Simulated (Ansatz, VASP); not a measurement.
# NaMgBr3 in two plane-wave programs, part 2 of 2

Aim: how closely do two programs agree when they are given the same cell, functional and k mesh? The cell is generated by rule, not measured, and may not be a known phase. The cell is taken from a series of runs on this material, whose earlier steps may have relaxed, scaled, displaced or heated it; both programs get it as it stands.

VASP 6.6.1 and Ansatz 0.2.0.

So far: Set-up; VASP: relaxation of cell and atoms, PBE, pair 1.

The structure was built from a prototype and need not be the compound's stable phase.

### 3. Ansatz: relaxation of cell and atoms, PBE, pair 1

Level of this step: Ansatz beside VASP: Kohn-Sham DFT, plane waves, PBE (Ansatz).

Ansatz runs on its default PAW (the set named soft_2) files.

The same cell, functional and mesh now go to Ansatz, which takes its cutoff from its data sets.

input.yaml

```yaml
crystal:
  lattice:
    - [10.823161659, 0.0, 0.0]
    - [0.0, 5.4026434354, 0.0]
    - [0.0, 0.0, 5.3329823809]
  atoms:
    - { symbol: Na, position: [0.75, 0.0, 0.2345544873] }
    - { symbol: Na, position: [0.25, 0.0, 0.7654455127] }
    - { symbol: Mg, position: [0.5, 0.5, 0.5] }
    - { symbol: Mg, position: [0.0, 0.5, 0.5] }
    - { symbol: Br, position: [0.25, 0.5, 0.5184939509] }
    - { symbol: Br, position: [0.75, 0.5, 0.4815060491] }
    - { symbol: Br, position: [0.5, 0.0, 0.5] }
    - { symbol: Br, position: [0.0, 0.0, 0.5] }
    - { symbol: Br, position: [0.5, 0.5, 0.0] }
    - { symbol: Br, position: [0.0, 0.5, 0.0] }
kpoints:
  mp_grid: { grid: [2, 4, 4] }
hamiltonian:
  xc: pbe
scf:
  occupations: { method: fixed }
output:
  forces: true
  stress: true
  eigenvalues: true
relax:
  adjacent_minimum: "off"
  f_tol: 0.001
  max_steps: 60
  cell: { stress_tol: 0.01 }
```

Started as:

```
$ ansatz run input.yaml --threads 4 --pin off --max-ram 14336MiB --backend cpu --events-out ev --progress --plain --runs-dir out
```

Numbers of over 12 decimals in the logs are rounded to 6 here.

The log of the run:

```text
Engine: ansatz 0.2.0, aarch64-unknown-linux-gnu
Pseudopotentials: kind: paw
Pseudopotential: Na, paw, valence charge 9, recommended cutoff 420 eV (normal), Na.paw.azcp
Pseudopotential: Mg, paw, valence charge 10, recommended cutoff 420 eV (normal), Mg.paw.azcp
Pseudopotential: Br, paw, valence charge 7, recommended cutoff 420 eV (normal), Br.paw.azcp
Functional definition: PBE
  parameter kappa = 0.804
  parameter beta = 0.066725
  exchange = pbe_x(kappa = kappa, mu = beta*pi^2/3)
  correlation = pbe_c(beta = beta)
Crystal: 10 atoms, lattice volume = 311.839 Å³
Basis set: ecut = 420 eV, 6055 PW (Γ), exchange–correlation on 150×80×72 points (8 copies of the dense FFT grid, shifted against one another)
Bands: 50, of which v1, the nominal top of the filled ones, is band 40 counted from 1 (39 counted from 0)
Symmetry: 8 space group operations
Space group: Pmma (ITA 51), of the structure as read, at distance tolerance 6.8e-5 Å
k-points: 18 of 32
Non-local potential: Na, projectors of the file, l = 0: 3, l = 1: 2, l = 2: 1
Non-local potential: Mg, projectors of the file, l = 0: 3, l = 1: 2, l = 2: 1
Non-local potential: Br, projectors of the file, l = 0: 2, l = 1: 2, l = 2: 2
PAW form: soft (Blöchl's): semilocal exchange-correlation on the pseudo side does not see the compensation charge
PAW one-centre angular grid: Na, 110 points (default); XC on 64 Gauss nodes
PAW one-centre angular grid: Mg, 110 points (default); XC on 64 Gauss nodes
PAW one-centre angular grid: Br, 110 points (default); XC on 64 Gauss nodes
Initial density: superposition of atomic densities (neutral atoms: chi_scale 0, normalization atom), corrected by the library's trained network
Initial wavefunctions: pseudopotential atomic-orbital guess
Functional: x = pbe(κ = 0.804, μ = 0.219515), c = pbe(β = 0.066725)
SCF iter   1: F=—  HF=-23533.543196 eV  |F-HF|=—  |Δ(HF+E_count)|=         —  Δρ=6.78e-4  dr2=2.83e-3  ethr=1.77e-3  ⟨swp⟩=6.1  Hψ=3586  notcnv=0  defer=135
preconditioner: auto → Resta (q_TF=auto, 2.175 Å⁻¹)  ε∞=2.8  [insulator: Δε(μ)=2.425 eV  Ē_g=10.912 eV  n_scr=54 (ndim 8)  ℏωp=14.6 eV  f_vac=0.163  ε∞_Penn≈2.8]
SCF iter   2: F=—  HF=-23533.541578 eV  |F-HF|=—  |Δ(HF+E_count)|=   1.62e-3  Δρ=3.25e-4  dr2=8.50e-4  ethr=3.53e-6  ⟨swp⟩=3.0  Hψ=1796  notcnv=0  defer=144
SCF iter   3: F=—  HF=-23533.541479 eV  |F-HF|=—  |Δ(HF+E_count)|=   9.88e-5  Δρ=1.26e-4  dr2=9.03e-5  ethr=1.06e-6  ⟨swp⟩=2.0  Hψ=1179  notcnv=0  defer=144
SCF iter   4: F=—  HF=-23533.541446 eV  |F-HF|=—  |Δ(HF+E_count)|=   3.34e-5  Δρ=3.94e-5  dr2=1.27e-5  ethr=1.13e-7  ⟨swp⟩=2.1  Hψ=1457  notcnv=0  defer=140
SCF iter   5: F=—  HF=-23533.541458 eV  |F-HF|=—  |Δ(HF+E_count)|=   1.20e-5  Δρ=1.19e-5  dr2=4.27e-7  ethr=1.59e-8  ⟨swp⟩=2.0  Hψ=1366  notcnv=0  defer=140
SCF iter   6: F=-23533.541459 eV  HF=-23533.541459 eV  |F-HF|=1.11e-7  |Δ(HF+E_count)|=   6.10e-7  Δρ=3.64e-6  dr2=5.68e-8  ethr=1.25e-10  ⟨swp⟩=19.7  Hψ=6207  notcnv=0
SCF 1 converged in 6 iterations: F = -23533.541459 eV  dr2 = 5.68e-8
  greatest PAW one-centre occupation: 1.000 electrons in one spin orbital (limit 2), on the Mg atom at site 2 (counted from 0), in its partial waves of l = 0
relax step   1: F+E_penalty+E_count = -23533.54145862 eV  Δ(F+E_penalty+E_count) = +0.000e0 eV  max|allowed force component| = 5.183e-4 eV/Å  Δτ_max = 0.0000 Å  P = +0.000 GPa  Ω = 311.839 Å³  (6 SCF iters, dr2 threshold 1.00e-7 eV, accepted)
Initial density: handed on by an earlier stage of this run
Initial wavefunctions: pseudopotential atomic-orbital guess (no wavefunctions were taken with the density)
iter 1 solved again at ethr=4.75e-7 eV; its pass at ethr=3.10e-3 eV (dr2=3.80e-4 eV) is discarded
SCF iter   1: F=—  HF=-23533.541525 eV  |F-HF|=—  |Δ(HF+E_count)|=         —  Δρ=5.38e-6  dr2=7.31e-8  ethr=4.75e-7  ⟨swp⟩=3.3  Hψ=5642  notcnv=0  defer=144
eigensolver tolerance schedule: the retry pair's looser diagonalisation over-reported the residual by 5193.14 of it (diagonalisation noise at 3.89 of the residual, at the tolerance the schedule requests for it); recorded, not acted on — ethr = c·dr2/N_el stays at c = 1.0e-1
preconditioner: auto → Resta (q_TF=auto, 2.175 Å⁻¹)  ε∞=2.8  [insulator: Δε(μ)=2.432 eV  Ē_g=10.929 eV  n_scr=54 (ndim 8)  ℏωp=14.6 eV  f_vac=0.162  ε∞_Penn≈2.8]
SCF iter   2: F=—  HF=-23533.541459 eV  |F-HF|=—  |Δ(HF+E_count)|=   6.63e-5  Δρ=2.94e-6  dr2=3.73e-8  ethr=9.14e-11  ⟨swp⟩=4.1  Hψ=2409  notcnv=0  defer=143
SCF iter   3: F=—  HF=-23533.541459 eV  |F-HF|=—  |Δ(HF+E_count)|=   3.47e-8  Δρ=1.54e-6  dr2=1.12e-8  ethr=4.66e-11  ⟨swp⟩=2.1  Hψ=1077  notcnv=0  defer=143
SCF iter   4: F=—  HF=-23533.541459 eV  |F-HF|=—  |Δ(HF+E_count)|=   2.81e-8  Δρ=5.07e-7  dr2=7.86e-10  ethr=1.40e-11  ⟨swp⟩=2.0  Hψ=1350  notcnv=0  defer=143
SCF iter   5: F=—  HF=-23533.541459 eV  |F-HF|=—  |Δ(HF+E_count)|=  8.88e-10  Δρ=3.37e-7  dr2=2.55e-10  ethr=1.00e-12  ⟨swp⟩=2.0  Hψ=1297  notcnv=0  defer=143
SCF iter   6: F=—  HF=-23533.541459 eV  |F-HF|=—  |Δ(HF+E_count)|=  1.82e-10  Δρ=1.52e-7  dr2=5.25e-11  ethr=1.00e-12  ⟨swp⟩=1.0  Hψ=810  notcnv=0  defer=143
SCF iter   7: F=—  HF=-23533.541459 eV  |F-HF|=—  |Δ(HF+E_count)|=  4.37e-11  Δρ=5.16e-8  dr2=5.13e-12  ethr=1.00e-12  ⟨swp⟩=1.0  Hψ=810  notcnv=0  defer=143
SCF iter   8: F=-23533.541459 eV  HF=-23533.541459 eV  |F-HF|=0.00e0  |Δ(HF+E_count)|=  3.64e-12  Δρ=1.99e-8  dr2=6.12e-13  ethr=1.00e-12  ⟨swp⟩=20.7  Hψ=6358  notcnv=0
SCF 2 converged in 8 iterations: F = -23533.541459 eV  dr2 = 6.12e-13
  greatest PAW one-centre occupation: 1.000 electrons in one spin orbital (limit 2), on the Mg atom at site 3 (counted from 0), in its partial waves of l = 0
relax step   2: F+E_penalty+E_count = -23533.54145864 eV  Δ(F+E_penalty+E_count) = -1.978e-8 eV  max|allowed force component| = 6.164e-4 eV/Å  Δτ_max = 0.0000 Å  P = +0.000 GPa  Ω = 311.839 Å³  stress off target by 4.02e-3 GPa  SCF on the basis re-selected at this cell (its energy is not comparable with the rows above)  (8 SCF iters)
basis re-selected at this cell: Δ(F+E_penalty+E_count) = -1.978e-8 eV, ΔP = -0.000 GPa vs the last step (what re-selecting the basis moved, of the pressure what is left beyond the Pulay correction that the steps carried, after the strain that the cell walked since its last selection, with what the two solves' SCF thresholds leave and, on support functions, any second-order correction that the steps lacked; it is no m [...]
SCF converged after 8 iterations
Free energy (F): -23533.541459 eV
Harris-Foulkes:  -23533.541459 eV  (|F-HF|=0.00e0)
Internal energy: -23533.541459 eV  (E = F + TS)
E sigma→0 (E₀):  -23533.541459 eV
Fermi energy:    1.607744 eV
--- Per-component energies (eV) ---
  E_band       = -1380.714294
  E_kinetic    = 1196.925231
  E_local      = -8336.207508  (includes V_loc(G=0)·N_el)
  E_nonlocal   = 842.168645
  E_hartree    = 2962.156985
  E_xc         = -1725.604757
  E_vxc        = -799.653633  (∫ρ·V_xc dr)
  E_paw        = -14592.133109  (= ΣΔE_a)
  E_vpaw       = -208.260873  (= ΣTr[D̂ρ^β])
  E_aug_tail   = -0.000116  (compensation charges beyond the density's cutoff)
  E_ewald      = -3880.846830
  E_smearing   = -0.000000  (= −TS)
  E_closure    = 0.000000  (closes the sum)
  Σ components = -23533.541459   (vs F -23533.541459, Δ=0.00e0)
--- Forces (eV/Å), atoms counted from 1 ---
  atom   1  Na     0.00000000     0.00000000     0.00061636
  atom   2  Na     0.00000000     0.00000000    -0.00061636
  atom   3  Mg     0.00000000     0.00000000     0.00000000
  atom   4  Mg     0.00000000     0.00000000     0.00000000
  atom   5  Br     0.00000000     0.00000000     0.00015327
  atom   6  Br     0.00000000     0.00000000    -0.00015327
  atom   7  Br     0.00000000     0.00000000     0.00000000
  atom   8  Br    -0.00000000     0.00000000     0.00000000
  atom   9  Br    -0.00000000     0.00000000    -0.00000000
  atom  10  Br    -0.00000000     0.00000000     0.00000000
  max |Σ_I F_I| component: 9.51e-29 eV/Å
--- Stress (GPa, compression-positive) ---
       -0.002742       0.000000       0.000000
        0.000000      -0.000388       0.000000
        0.000000       0.000000       0.004022
  P = ⅓ Tr σ = 0.0003 GPa (0.003 kbar)
--- Band table (eV; the first three rows and the last of 18) ---
  k-point 0: bands = [... 36 lower, 0.9664, 1.1316, 1.1370, 1.1422, 4.0402, 5.2935, 6.1563, 7.0036, ... 6 higher]
  k-point 1: bands = [... 36 lower, 0.8878, 0.8949, 0.9047, 1.2398, 5.0324, 5.8310, 6.7165, 7.1495, ... 6 higher]
  k-point 2: bands = [... 36 lower, 0.6104, 0.6262, 0.6312, 1.5748, 6.2839, 6.8124, 7.1449, 7.5383, ... 6 higher]
  k-point 17: bands = [... 36 lower, 1.2240, 1.2240, 1.6055, 1.6055, 6.5577, 6.5577, 7.5675, 7.5675, ... 6 higher]
--- Relaxed structure (1 steps of the walk, 1 accepted, 1 SCFs on fresh bases) ---
  F+E_penalty+E_count = -23533.54145864 eV   max|allowed force component| = 6.164e-4 eV/Å   (the final SCF, on the basis selected at the relaxed cell)
  cell:  # Å, volume = 311.8391 Å³
    - [10.823161659, 0.0, 0.0]
    - [0.0, 5.4026434354, 0.0]
    - [0.0, 0.0, 5.3329823809]
  atoms:
    - { symbol: Na, position: [0.75, 0.0, 0.234554] }
    - { symbol: Na, position: [0.25, 0.0, 0.765446] }
    - { symbol: Mg, position: [0.5, 0.5, 0.5] }
    - { symbol: Mg, position: [0.0, 0.5, 0.5] }
    - { symbol: Br, position: [0.25, 0.5, 0.5184939509] }
    - { symbol: Br, position: [0.75, 0.5, 0.4815060491] }
    - { symbol: Br, position: [0.5, 0.0, 0.5] }
    - { symbol: Br, position: [0.0, 0.0, 0.5] }
    - { symbol: Br, position: [0.5, 0.5, 0.0] }
    - { symbol: Br, position: [0.0, 0.5, 0.0] }
```

The column dr2 measures how far the density is from self-consistency, as an energy; F and HF (Harris–Foulkes) agree once it is small.

### 4. Side by side

Known differences besides the potentials themselves: fixed occupations in Ansatz, narrow Gaussian smearing in VASP; the data sets hold 80 valence electrons in Ansatz (on its default PAW (the set named soft_2) files) and 60 in VASP; the cutoff is 420 eV in Ansatz and 600 eV in VASP; Ansatz adds a Pulay correction to the stress that steers its cell, VASP none. Total energies have different zeros and are not compared.

Both answers:

| quantity | Ansatz | VASP | difference |
| --- | --- | --- | --- |
| volume (Å³) | 311.84 | 311.31 | +0.17 % |
| edge a after relaxation, in the typed setting (Å) | 10.823 | 10.817 | +0.06 % |
| edge b after relaxation, in the typed setting (Å) | 5.403 | 5.400 | +0.05 % |
| edge c after relaxation, in the typed setting (Å) | 5.333 | 5.330 | +0.06 % |

### 5. Ansatz: relaxation of cell and atoms, PBE, pair 2

The relaxed volume is the usual yardstick between codes: in a stiff, nearly cubic crystal its relative difference is about their pressure difference at one cell divided by the bulk modulus.

The cell is taken from a series of runs on this material, whose earlier steps may have relaxed, scaled, displaced or heated it; both programs get it as it stands.

input.yaml, the sections that differ from step 3:

```yaml
crystal:
  lattice:
    - [10.8231362988, 0.0, 0.0]
    - [0.0, 5.4033633187, 0.0]
    - [0.0, 0.0, 5.333433451]
  atoms:
    - { symbol: Na, position: [0.75, 0.5, 0.2349075626] }
    - { symbol: Na, position: [0.25, 0.5, 0.7650924374] }
    - { symbol: Mg, position: [0.5, 0.0, 0.5] }
    - { symbol: Mg, position: [0.0, 0.0, 0.5] }
    - { symbol: Br, position: [0.25, 0.0, 0.5183349262] }
    - { symbol: Br, position: [0.75, 0.0, 0.4816650738] }
    - { symbol: Br, position: [0.5, 0.5, 0.5] }
    - { symbol: Br, position: [0.0, 0.5, 0.5] }
    - { symbol: Br, position: [0.5, 0.0, 0.0] }
    - { symbol: Br, position: [0.0, 0.0, 0.0] }
# kpoints, hamiltonian, scf, output, relax: as in step 3
```

The log of the run:

```text
[...]
Crystal: 10 atoms, lattice volume = 311.906 Å³
Basis set: ecut = 420 eV, 6063 PW (Γ), exchange–correlation on 150×80×72 points (8 copies of the dense FFT grid, shifted against one another)
Bands: 50, of which v1, the nominal top of the filled ones, is band 40 counted from 1 (39 counted from 0)
Symmetry: 8 space group operations
[...]
k-points: 18 of 32
[...]
- { symbol: Na, position: [0.25, 0.5, 0.765092] }
    - { symbol: Mg, position: [0.5, 0.0, 0.500000] }
    - { symbol: Mg, position: [0.0, 0.0, 0.500000] }
    - { symbol: Br, position: [0.25, 0.0, 0.518335] }
    - { symbol: Br, position: [0.75, 0.0, 0.4816650738] }
    - { symbol: Br, position: [0.5, 0.5, 0.500000] }
    - { symbol: Br, position: [0.0, 0.5, 0.500000] }
    - { symbol: Br, position: [0.5, 0.0, 0.0] }
    - { symbol: Br, position: [0.0, 0.0, 0.0] }
[key lines of the parts left out:]
SCF converged after 8 iterations
Free energy (F): -23533.541459 eV
Fermi energy:    1.605783 eV
P = ⅓ Tr σ = -0.0030 GPa (-0.030 kbar)
```

### 6. VASP: relaxation of cell and atoms, PBE, pair 2

The same cell, functional and mesh now go to VASP, with its own data sets.

INCAR

```
SYSTEM = NaMgBr3
PREC = Accurate
ENCUT = 600
EDIFF = 1E-07
NELM = 120
ISMEAR = 0
SIGMA = 0.01
LREAL = .FALSE.
ALGO = Normal
GGA = PE
NBANDS = 40
LORBIT = 11
LWAVE = .FALSE.
LCHARG = .FALSE.
ISIF = 3
IBRION = 2
NSW = 80
EDIFFG = -0.005
LASPH = .TRUE.
GGA_COMPAT = .FALSE.
NELMIN = 4
EFERMI = MIDGAP
KPAR = 2
```

POSCAR

```
NaMgBr3
1.0
   10.8231360000      0.0000000000      0.0000000000
    0.0000000000      5.4033630000      0.0000000000
    0.0000000000      0.0000000000      5.3334330000
Na Mg Br
2 2 6
Direct
    0.7500000000      0.5000000925      0.2349076102
    0.2500000000      0.5000000925      0.7650925773
    0.5000000000      0.0000000925      0.5000000938
    0.0000000000      0.0000000925      0.5000000938
    0.2500000000      0.0000000925      0.5183350011
    0.7500000000      0.0000000925      0.4816651864
    0.5000000000      0.5000000925      0.5000000938
    0.0000000000      0.5000000925      0.5000000938
    0.5000000000      0.0000000925      0.0000000937
    0.0000000000      0.0000000925      0.0000000937
```

KPOINTS

```
Automatic mesh
0
Gamma
2 4 4
0 0 0
```

The projector-augmented-wave data sets are Na_pv, Mg and Br (PBE family, release 64).

Started as:

```
$ mpirun -np 2 vasp_std
```

The log of the run:

```text
[... set-up lines as in an earlier step ...]
 entering main loop
       N       E                     dE             d eps       ncg     rms          rms(c)
DAV:   1     0.509421306664E+03    0.50942E+03   -0.26931E+04  1464   0.145E+03
DAV:   2     0.317952982671E+02   -0.47763E+03   -0.45860E+03  1824   0.295E+02
DAV:   3    -0.287206346732E+02   -0.60516E+02   -0.60107E+02  1752   0.111E+02
DAV:   4    -0.306508700432E+02   -0.19302E+01   -0.19244E+01  1776   0.242E+01
[...]
DAV:  14    -0.295040844590E+02   -0.42229E-06   -0.13963E-06  1624   0.507E-03    0.195E-03
DAV:  15    -0.295040850693E+02   -0.61023E-06   -0.78925E-07  1592   0.397E-03    0.511E-04
DAV:  16    -0.295040851058E+02   -0.36496E-07   -0.20850E-08  1240   0.794E-04
   1 F= -.29504085E+02 E0= -.29504085E+02  d E =-.295041E+02
[...]
N       E                     dE             d eps       ncg     rms          rms(c)
DAV:   1    -0.295052575299E+02   -0.11725E-02   -0.22135E-02  1736   0.905E-01    0.176E-01
DAV:   2    -0.295043965529E+02    0.86098E-03   -0.14480E-03  1632   0.178E-01    0.731E-02
DAV:   3    -0.295042333052E+02    0.16325E-03   -0.53353E-04  1704   0.102E-01    0.290E-02
DAV:   4    -0.295042294348E+02    0.38704E-05   -0.94588E-06  1704   0.174E-02    0.109E-02
DAV:   5    -0.295042299016E+02   -0.46684E-06   -0.14519E-06  1696   0.693E-03    0.198E-03
DAV:   6    -0.295042294777E+02    0.42392E-06   -0.68377E-08  1232   0.166E-03    0.997E-04
DAV:   7    -0.295042294718E+02    0.59345E-08   -0.18613E-08  1144   0.105E-03
   2 F= -.29504229E+02 E0= -.29504229E+02  d E =-.144366E-03
 trial-energy change:   -0.000144  1 .order   -0.000142   -0.000220   -0.000064
 step:   1.3721(harm=  1.4117)  dis= 0.00008  next Energy=   -29.504242 (dE=-0.156E-03)
 reached required accuracy - stopping structural energy minimisation
```

OUTCAR, selected parts (step 6):

```text
  Total       -0.0348368     -0.0322752     -0.0397093      0.0000000      0.0000000      0.0000000
  in kB       -0.1792669     -0.1660853     -0.2043403      0.0000000      0.0000000      0.0000000
  external PRESSURE =      -0.1832308 kB  Pullay stress =       0.0000000 kB

 POSITION                                       TOTAL-FORCE (eV/Angst)
 -----------------------------------------------------------------------------------
      8.11265      2.70009      1.25203        -0.000000      0.000000     -0.003885
      2.70422      2.70009      4.07811         0.000000      0.000000      0.003885
      5.40844      0.00000      2.66507        -0.000000      0.000000      0.000000
      0.00000      0.00000      2.66507        -0.000000      0.000000      0.000000
      2.70422      0.00000      2.76276        -0.000000      0.000000     -0.002063
      8.11265      0.00000      2.56737         0.000000      0.000000      0.002063
      5.40844      2.70009      2.66507         0.000000      0.000000      0.000000
      0.00000      2.70009      2.66507         0.000000      0.000000      0.000000
      5.40844      0.00000      0.00000         0.000000      0.000000      0.000000
      0.00000      0.00000      0.00000         0.000000      0.000000      0.000000
 -----------------------------------------------------------------------------------
    total drift:                                0.000495     -0.001097     -0.002308

  FREE ENERGIE OF THE ION-ELECTRON SYSTEM (eV)
  ---------------------------------------------------
  free  energy   TOTEN  =       -29.5042294718 eV

  energy  without entropy=      -29.5042294718  energy(sigma->0) =      -29.50422947

[... 2 parts as in an earlier step ...]

[... 2 further parts left out ...]
[key lines of the parts left out:]
E-fermi :   0.8122
```

### 7. Side by side

What differs besides the data sets and the points named for the pairs above, as far as they apply: the data sets hold 80 valence electrons in Ansatz (on its default PAW (the set named soft_2) files) and 60 in VASP. Total energies have different zeros and are not compared.

Compared:

| quantity | Ansatz | VASP | difference |
| --- | --- | --- | --- |
| volume (Å³) | 311.91 | 311.35 | +0.18 % |
| edge a after relaxation, in the typed setting (Å) | 10.823 | 10.817 | +0.06 % |
| edge b after relaxation, in the typed setting (Å) | 5.403 | 5.400 | +0.06 % |
| edge c after relaxation, in the typed setting (Å) | 5.333 | 5.330 | +0.06 % |

### 8. Summary of results

| Quantity | Value |
| --- | --- |
| difference in volume (relaxation of cell and atoms, PBE, pair 1) | 0.17 % |
| difference in volume (relaxation of cell and atoms, PBE, pair 2) | 0.18 % |

In words: The difference in volume is 0.18 % (relaxation of cell and atoms, PBE, pair 2), within the 1.2 % picked in this series as the mark of a large difference, as far as the stopping tolerances let one tell. The data sets hold unlike numbers of valence electrons (80 in Ansatz and 60 in VASP), so part of the differences comes from the potentials. 1 further run of this series is not shown here. Such differences can come from data sets, numerical settings and the points named under the comparisons, not from the functional's error against experiment.

[Lines on the potential files, build, host, timing and source positions are cut from VASP's logs without a mark.]

[Logs are printed without paths, hosts, clocks, repeated set-up lines and the standing remarks that a program may print on its own settings, such as how far it seeks lower states.]

[Hosts, paths, dates, database ids (printed as entryN), source tags and the programs' standing remarks are cut or masked in the printed files.]
